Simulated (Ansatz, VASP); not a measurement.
## Cross-check of Ta12Al14O51 (aluminium tantalate glass 54Al2O3-46Ta2O5) between VASP and Ansatz

Wanted: the spread between two codes on one cell, functional and k mesh. The structure shown is the start of the Ansatz relaxation below; VASP solves that cell, so the two are compared at the walk's first step.

Main program and level: Ansatz 0.2.0; plane waves, with VASP 6.6.1 beside it; single point at r2SCAN.

## Step 1: The structure

The cell holds 77 atoms: 14 Al, 12 Ta and 51 O. Cell: a = 10.290 Å, b = 9.602 Å, c = 10.014 Å, α = 90.0°, β = 90.0°, γ = 90.0°. As first built, before any earlier steps moved the atoms (in the runner's words): 77 atoms (14 Al, 12 Ta, 51 O) placed at random at 6.01 g/cm^3 and pushed apart to contact distance.

## Step 2: Ansatz: relaxation, r2SCAN

Ansatz runs on its default PAW (the set named soft_2) files.

The two programs are compared at the cell with which this relaxation starts, whose forces are those of its first step.

The input, input.yaml:

```yaml
crystal:
  lattice:
    - [10.29008, 0.0, 0.0]
    - [0.0, 9.60176, 0.0]
    - [0.0, 0.0, 10.01418]
  atoms:
    - { symbol: Al, position: [0.57003, 0.6884, 0.35268] }
    - { symbol: Al, position: [0.77702, 0.20359, 0.28327] }
    - { symbol: Al, position: [0.61158, 0.15547, 0.53729] }
    - { symbol: Al, position: [0.32545, 0.86061, 0.2679] }
    - { symbol: Al, position: [0.56111, 0.41165, 0.48266] }
    - { symbol: Al, position: [0.28606, 0.20523, 0.55016] }
    - { symbol: Al, position: [0.36268, 0.442, 0.71101] }
    - { symbol: Al, position: [0.47774, 0.38536, 0.18856] }
    - { symbol: Al, position: [0.08278, 0.73201, 0.59187] }
    - { symbol: Al, position: [0.52675, 0.10345, 0.13116] }
    - { symbol: Al, position: [0.82637, 0.15023, 0.72897] }
    - { symbol: Al, position: [0.46885, 0.89766, 0.8778] }
    - { symbol: Al, position: [0.063, 0.29327, 0.3104] }
    - { symbol: Al, position: [0.25351, 0.11378, 0.15228] }
    - { symbol: Ta, position: [0.58863, 0.2684, 0.88176] }
    - { symbol: Ta, position: [0.64486, 0.59285, 0.70376] }
    - { symbol: Ta, position: [0.88881, 0.8321, 0.8206] }
    - { symbol: Ta, position: [0.94733, 0.21096, 0.02283] }
    - { symbol: Ta, position: [0.16055, 0.01228, 0.80988] }
    - { symbol: Ta, position: [0.76372, 0.89699, 0.53908] }
    - { symbol: Ta, position: [0.40334, 0.8599, 0.58663] }
    - { symbol: Ta, position: [0.79819, 0.88151, 0.16947] }
    - { symbol: Ta, position: [0.28051, 0.6155, 0.00181] }
    - { symbol: Ta, position: [0.05096, 0.0068, 0.40743] }
    - { symbol: Ta, position: [0.07651, 0.3809, 0.71928] }
    - { symbol: Ta, position: [0.07614, 0.64664, 0.24489] }
    - { symbol: O, position: [0.76217, 0.95176, 0.73834] }
    - { symbol: O, position: [0.9194, 0.73123, 0.19385] }
    - { symbol: O, position: [0.53073, 0.78378, 0.73931] }
    - { symbol: O, position: [0.15987, 0.19369, 0.42378] }
    - { symbol: O, position: [0.6836, 0.05903, 0.21063] }
    - { symbol: O, position: [0.08108, 0.97373, 0.58289] }
    - { symbol: O, position: [0.93389, 0.28547, 0.66128] }
    - { symbol: O, position: [0.65367, 0.77261, 0.22411] }
    - { symbol: O, position: [0.04386, 0.33893, 0.90406] }
    - { symbol: O, position: [0.10127, 0.59567, 0.05651] }
    - { symbol: O, position: [0.92458, 0.0333, 0.11183] }
    - { symbol: O, position: [0.42409, 0.3019, 0.81356] }
    - { symbol: O, position: [0.57861, 0.97246, 0.53367] }
    - { symbol: O, position: [0.47407, 0.5338, 0.60988] }
    - { symbol: O, position: [0.64986, 0.20288, 0.70964] }
    - { symbol: O, position: [0.53005, 0.50444, 0.32596] }
    - { symbol: O, position: [0.18341, 0.97608, 0.26969] }
    - { symbol: O, position: [0.23941, 0.38644, 0.60001] }
    - { symbol: O, position: [0.05815, 0.47416, 0.32575] }
    - { symbol: O, position: [0.61853, 0.46791, 0.84697] }
    - { symbol: O, position: [0.04539, 0.56218, 0.66002] }
    - { symbol: O, position: [0.38938, 0.22643, 0.20464] }
    - { symbol: O, position: [0.3828, 0.77317, 0.97133] }
    - { symbol: O, position: [0.53787, 0.05734, 0.94884] }
    - { symbol: O, position: [0.9365, 0.17217, 0.35554] }
    - { symbol: O, position: [0.79035, 0.09622, 0.54418] }
    - { symbol: O, position: [0.2036, 0.05679, 0.98257] }
    - { symbol: O, position: [0.78993, 0.84718, 0.98391] }
    - { symbol: O, position: [0.66443, 0.72257, 0.50199] }
    - { symbol: O, position: [0.70379, 0.46598, 0.57886] }
    - { symbol: O, position: [0.34275, 0.95456, 0.76639] }
    - { symbol: O, position: [0.08141, 0.76969, 0.40675] }
    - { symbol: O, position: [0.65585, 0.26868, 0.39285] }
    - { symbol: O, position: [0.40133, 0.97897, 0.16317] }
    - { symbol: O, position: [0.85605, 0.30809, 0.15482] }
    - { symbol: O, position: [0.86698, 0.91748, 0.37307] }
    - { symbol: O, position: [0.11565, 0.23529, 0.15178] }
    - { symbol: O, position: [0.32978, 0.02095, 0.52055] }
    - { symbol: O, position: [0.26836, 0.53014, 0.83226] }
    - { symbol: O, position: [0.45859, 0.2617, 0.53147] }
    - { symbol: O, position: [0.1858, 0.17954, 0.71229] }
    - { symbol: O, position: [0.42794, 0.78727, 0.39329] }
    - { symbol: O, position: [0.79604, 0.66221, 0.7948] }
    - { symbol: O, position: [0.25567, 0.70716, 0.20605] }
    - { symbol: O, position: [0.25694, 0.74804, 0.60328] }
    - { symbol: O, position: [0.91111, 0.79381, 0.61603] }
    - { symbol: O, position: [0.96764, 0.05355, 0.8341] }
    - { symbol: O, position: [0.58808, 0.28805, 0.08232] }
    - { symbol: O, position: [0.39074, 0.49395, 0.08447] }
    - { symbol: O, position: [0.79225, 0.22165, 0.9044] }
    - { symbol: O, position: [0.07939, 0.81713, 0.81454] }
kpoints:
  mp_grid: { grid: [1, 1, 1] }
hamiltonian:
  xc: r2scan
scf:
  occupations: { method: fixed }
output:
  forces: true
  stress: true
relax:
  f_tol: 0.04
  max_steps: 60
  cell: { stress_tol: 0.1, fix: [alpha, beta, gamma] }
```

Command:

```bash
$ ansatz run input.yaml --threads 4 --pin off --max-ram 15360MiB --backend cpu --events-out ev --progress --plain --runs-dir out
```

Numbers of over 12 decimals in the logs are rounded to 6 here.

Output:

```text
The last accepted step is kept in <dir> (removed where the run ends without a failure and the disk answers)
Engine: ansatz 0.2.0, aarch64-unknown-linux-gnu
Pseudopotentials: kind: paw
Pseudopotential: Al, paw, valence charge 3, recommended cutoff 500 eV (meta_gga), Al.paw.azcp
Pseudopotential: Ta, paw, valence charge 13, recommended cutoff 500 eV (meta_gga), Ta.paw.azcp
Pseudopotential: O, paw, valence charge 6, recommended cutoff 500 eV (meta_gga), O.paw.azcp
Functional definition: r2SCAN
  parameter k0 = 0.174
  parameter k1 = 0.065
  parameter a1 = 4.9479
  exchange = r2scan_x(k0 = k0, k1 = k1, a1 = a1)
  correlation = r2scan_c
Crystal: 77 atoms, lattice volume = 989.430 Å³
Basis set: ecut = 500 eV, 25171 PW (Γ), exchange–correlation on 320×288×300 points (64 copies of the dense FFT grid, shifted against one another)
Bands: 329, of which v1, the nominal top of the filled ones, is band 252 counted from 1 (251 counted from 0)
Symmetry: 1 space group operations
Space group: P1 (ITA 1), of the structure as read, at distance tolerance 1.0e-4 Å
k-points: 1
Non-local potential: Al, projectors of the file, l = 0: 2, l = 1: 2, l = 2: 1
Non-local potential: Ta, projectors of the file, l = 0: 3, l = 1: 2, l = 2: 2, l = 3: 1
Non-local potential: O, projectors of the file, l = 0: 2, l = 1: 2, l = 2: 1
PAW form: soft (Blöchl's): semilocal exchange-correlation on the pseudo side does not see the compensation charge
PAW frozen core: Al, regenerated for the run's functional (the file was generated under x = pbe(κ = 0.804, μ = 0.219515), c = pbe(β = 0.066725))
PAW frozen core: Ta, regenerated for the run's functional (the file was generated under x = pbe(κ = 0.804, μ = 0.219515), c = pbe(β = 0.066725))
PAW frozen core: O, regenerated for the run's functional (the file was generated under x = pbe(κ = 0.804, μ = 0.219515), c = pbe(β = 0.066725))
PAW one-centre angular grid: Al, 302 points (default); XC on 160 Gauss nodes
PAW one-centre angular grid: Ta, 590 points (default); XC on 160 Gauss nodes
PAW one-centre angular grid: O, 302 points (default); XC on 160 Gauss nodes
Initial density: superposition of atomic densities (neutral atoms: chi_scale 0, normalization atom), corrected by the library's trained network
Initial wavefunctions: pseudopotential atomic-orbital guess
Functional: x = r2scan, c = r2scan; τ floored in thin density (d = 2e-4 eV/Å³)
SCF iter   1: F=—  HF=-155992.179441 eV  |F-HF|=—  |Δ(HF+E_count)|=         —  Δρ=1.06e-2  dr2=1.28e0  dr2_τ=4.85e0  ethr=1.77e-3  ⟨swp⟩=5.0  Hψ=992  notcnv=0  defer=73
preconditioner: auto → Resta (q_TF=auto, 2.438 Å⁻¹)  ε∞=4.1  [insulator: Δε(μ)=3.907 eV  Ē_g=13.646 eV  n_scr=250 (ndim 8)  ℏωp=23.8 eV  f_vac=0.115  ε∞_Penn≈4.1]
SCF iter   2: F=—  HF=-155993.903885 eV  |F-HF|=—  |Δ(HF+E_count)|=    1.72e0  Δρ=5.80e-3  dr2=1.53e-1  dr2_τ=6.45e-2  ethr=2.54e-4  ⟨swp⟩=3.0  Hψ=547  notcnv=0  defer=75
SCF iter   3: F=—  HF=-155993.907417 eV  |F-HF|=—  |Δ(HF+E_count)|=   3.53e-3  Δρ=2.77e-3  dr2=5.13e-2  dr2_τ=4.32e-3  ethr=3.03e-5  ⟨swp⟩=3.0  Hψ=363  notcnv=0  defer=74
automatic band count: iteration 3 solves 328 bands in place of 329: the levels show a gap, and the empty bands left out lie too high to hold charge; the band table lists the bands solved (type scf.n_extra_bands for more)
SCF iter   4: F=—  HF=-155993.905763 eV  |F-HF|=—  |Δ(HF+E_count)|=   1.65e-3  Δρ=9.01e-4  dr2=7.16e-3  dr2_τ=1.25e-3  ethr=1.02e-5  ⟨swp⟩=3.0  Hψ=423  notcnv=0  defer=74
SCF iter   5: F=—  HF=-155993.904676 eV  |F-HF|=—  |Δ(HF+E_count)|=   1.09e-3  Δρ=2.57e-4  dr2=6.24e-4  dr2_τ=7.10e-5  ethr=1.42e-6  ⟨swp⟩=2.0  Hψ=440  notcnv=0  defer=74
SCF iter   6: F=—  HF=-155993.904781 eV  |F-HF|=—  |Δ(HF+E_count)|=   1.05e-4  Δρ=1.31e-4  dr2=1.96e-4  dr2_τ=2.22e-5  ethr=1.24e-7  ⟨swp⟩=2.0  Hψ=458  notcnv=0  defer=74
SCF iter   7: F=—  HF=-155993.904776 eV  |F-HF|=—  |Δ(HF+E_count)|=   4.85e-6  Δρ=5.03e-5  dr2=2.85e-5  dr2_τ=3.43e-6  ethr=3.89e-8  ⟨swp⟩=2.0  Hψ=440  notcnv=0  defer=73
SCF iter   8: F=—  HF=-155993.903980 eV  |F-HF|=—  |Δ(HF+E_count)|=   7.96e-4  Δρ=1.84e-5  dr2=4.36e-6  dr2_τ=3.97e-7  ethr=5.65e-9  ⟨swp⟩=2.0  Hψ=501  notcnv=0  defer=73
SCF iter   9: F=—  HF=-155993.903983 eV  |F-HF|=—  |Δ(HF+E_count)|=   2.63e-6  Δρ=1.06e-5  dr2=1.23e-6  dr2_τ=1.34e-7  ethr=8.66e-10  ⟨swp⟩=2.0  Hψ=458  notcnv=0  defer=73
SCF iter  10: F=—  HF=-155993.903983 eV  |F-HF|=—  |Δ(HF+E_count)|=   3.07e-7  Δρ=2.80e-6  dr2=1.11e-7  dr2_τ=9.37e-9  ethr=2.45e-10  ⟨swp⟩=2.0  Hψ=458  notcnv=0  defer=73
SCF iter  11: F=-155993.903983 eV  HF=-155993.903983 eV  |F-HF|=1.19e-8  |Δ(HF+E_count)|=   1.19e-7  Δρ=1.62e-6  dr2=3.08e-8  dr2_τ=2.69e-9  ethr=1.98e-11  ⟨swp⟩=4.0  Hψ=915  notcnv=0
SCF 1 converged in 11 iterations: F = -155993.903983 eV  dr2 = 3.08e-8
[...]
atom  44  O      0.00412816     0.00235138    -0.00483092
  atom  45  O     -0.00147203    -0.00157198     0.00183041
  atom  46  O      0.00077241     0.00908346    -0.00451727
  atom  47  O      0.00011685     0.00229183     0.00570449
  atom  48  O     -0.00051160    -0.00396768     0.00123720
  atom  49  O      0.00124167     0.01265810    -0.00170362
  atom  50  O      0.00457846     0.00306030    -0.00355794
  atom  51  O      0.00102576     0.00269069     0.00409953
  atom  52  O      0.00611977    -0.02053139     0.00457705
  atom  53  O     -0.01102406    -0.00195986    -0.01635271
  atom  54  O      0.00407718    -0.00003188    -0.00930648
  atom  55  O      0.01718686     0.00749326     0.01244831
  atom  56  O      0.00127511     0.00375643     0.00379693
  atom  57  O      0.00518102    -0.00441673     0.00282690
  atom  58  O     -0.00266430     0.00317829     0.00622132
  atom  59  O     -0.00068085    -0.00104708     0.00421858
  atom  60  O      0.00017490    -0.00025856    -0.00113303
  atom  61  O     -0.00028604    -0.00301601     0.00667287
  atom  62  O     -0.00782011     0.00611733     0.00088286
  atom  63  O      0.00194412    -0.00124154    -0.00823528
  atom  64  O     -0.00513354     0.00618398    -0.01216592
  atom  65  O      0.00039616    -0.00619134    -0.00721069
  atom  66  O      0.00141359    -0.00143049    -0.00225277
  atom  67  O      0.00951777    -0.00900570     0.00191931
  atom  68  O      0.00348658     0.00397520    -0.00119126
  atom  69  O      0.00830644     0.00517410     0.00511338
  atom  70  O     -0.00250497    -0.00060127     0.00891354
  atom  71  O      0.01067280     0.00560788     0.00697490
  atom  72  O     -0.00633179    -0.00439108     0.00517910
  atom  73  O      0.00703434    -0.00876510    -0.00579118
  atom  74  O     -0.00000379    -0.00189347    -0.00454417
  atom  75  O     -0.00071023    -0.00227264     0.00246182
  atom  76  O     -0.01027505     0.00265541    -0.00397522
  atom  77  O     -0.01430750    -0.00493123    -0.00774537
  max |Σ_I F_I| component: 1.88e-4 eV/Å
--- Stress (GPa, compression-positive) ---
       -0.010509      -0.698505      -0.829670
       -0.698444       0.002675      -0.165876
       -0.829704      -0.165872       0.002664
  P = ⅓ Tr σ = -0.0017 GPa (-0.017 kbar)
--- Relaxed structure (8 steps of the walk, 7 accepted, 1 SCFs on fresh bases) ---
  F+E_penalty+E_count = -155994.35439024 eV   max|allowed force component| = 3.971e-2 eV/Å   (the final SCF, on the basis selected at the relaxed cell)
  cell:  # Å, volume = 957.5633 Å³
    - [10.193092, 0, 0]
    - [0, 9.498224, 0]
    - [0, 0, 9.890521]
  atoms:
    - { symbol: Al, position: [0.568998, 0.687967, 0.352294] }
    - { symbol: Al, position: [0.777798, 0.205749, 0.283068] }
    - { symbol: Al, position: [0.612124, 0.156665, 0.536671] }
    - { symbol: Al, position: [0.324764, 0.859892, 0.267360] }
    - { symbol: Al, position: [0.561432, 0.412247, 0.482790] }
    - { symbol: Al, position: [0.287202, 0.204513, 0.548599] }
    - { symbol: Al, position: [0.362761, 0.441761, 0.709869] }
    - { symbol: Al, position: [0.476465, 0.385981, 0.188629] }
    - { symbol: Al, position: [0.083462, 0.737077, 0.596458] }
    - { symbol: Al, position: [0.527143, 0.104046, 0.133197] }
    - { symbol: Al, position: [0.826534, 0.151513, 0.728574] }
    - { symbol: Al, position: [0.470328, 0.897766, 0.878712] }
    - { symbol: Al, position: [0.061977, 0.293180, 0.310747] }
    - { symbol: Al, position: [0.253990, 0.113525, 0.151915] }
    - { symbol: Ta, position: [0.588309, 0.268138, 0.882570] }
    - { symbol: Ta, position: [0.646520, 0.593374, 0.704855] }
    - { symbol: Ta, position: [0.888289, 0.831829, 0.822017] }
    - { symbol: Ta, position: [0.950236, 0.209540, 0.021251] }
    - { symbol: Ta, position: [0.162105, 0.012507, 0.807528] }
    - { symbol: Ta, position: [0.762618, 0.897298, 0.538725] }
    - { symbol: Ta, position: [0.404584, 0.858855, 0.586339] }
    - { symbol: Ta, position: [0.797593, 0.882479, 0.169680] }
    - { symbol: Ta, position: [0.277181, 0.614562, -2.027225096748633e-5] }
    - { symbol: Ta, position: [0.052224, 0.0056638, 0.408400] }
    - { symbol: Ta, position: [0.078286, 0.383604, 0.717393] }
    - { symbol: Ta, position: [0.074932, 0.646508, 0.246496] }
    - { symbol: O, position: [0.762184, 0.952874, 0.738961] }
    - { symbol: O, position: [0.917235, 0.729400, 0.194457] }
    - { symbol: O, position: [0.533583, 0.783934, 0.740666] }
    - { symbol: O, position: [0.159470, 0.192435, 0.423761] }
    - { symbol: O, position: [0.684511, 0.060189, 0.211794] }
    - { symbol: O, position: [0.082294, 0.970699, 0.586276] }
    - { symbol: O, position: [0.935530, 0.285378, 0.660571] }
    - { symbol: O, position: [0.651402, 0.774211, 0.224264] }
    - { symbol: O, position: [0.046326, 0.338125, 0.903506] }
    - { symbol: O, position: [0.097980, 0.595006, 0.056289] }
    - { symbol: O, position: [0.927691, 0.030786, 0.112527] }
    - { symbol: O, position: [0.423109, 0.301209, 0.813207] }
    - { symbol: O, position: [0.577711, 0.973758, 0.532304] }
    - { symbol: O, position: [0.475002, 0.534275, 0.610095] }
    - { symbol: O, position: [0.649915, 0.204322, 0.709079] }
    - { symbol: O, position: [0.528765, 0.504556, 0.325668] }
    - { symbol: O, position: [0.182675, 0.975505, 0.267616] }
    - { symbol: O, position: [0.240089, 0.387269, 0.596719] }
    - { symbol: O, position: [0.057487, 0.474039, 0.329148] }
    - { symbol: O, position: [0.616547, 0.469249, 0.849130] }
    - { symbol: O, position: [0.043908, 0.564370, 0.658167] }
    - { symbol: O, position: [0.389235, 0.226087, 0.206684] }
    - { symbol: O, position: [0.379898, 0.772864, 0.968820] }
    - { symbol: O, position: [0.538586, 0.058070, 0.949940] }
[...]
- { symbol: O, position: [0.254914, 0.706043, 0.204735] }
    - { symbol: O, position: [0.258564, 0.746323, 0.605835] }
    - { symbol: O, position: [0.908790, 0.793479, 0.616771] }
    - { symbol: O, position: [0.968771, 0.054428, 0.836003] }
    - { symbol: O, position: [0.588399, 0.288469, 0.084346] }
    - { symbol: O, position: [0.388165, 0.491653, 0.081750] }
    - { symbol: O, position: [0.792426, 0.221805, 0.904447] }
    - { symbol: O, position: [0.080250, 0.815538, 0.811263] }
```

(Part 1 of 2 ends here.)

[Lines on the potential files, build, host, timing and source positions are cut from VASP's logs without a mark.]

[Logs are printed without paths, hosts, clocks, repeated set-up lines and the standing remarks that a program may print on its own settings, such as how far it seeks lower states.]

[Hosts, paths, dates, database ids (printed as entryN), source tags and the programs' standing remarks are cut or masked in the printed files.]
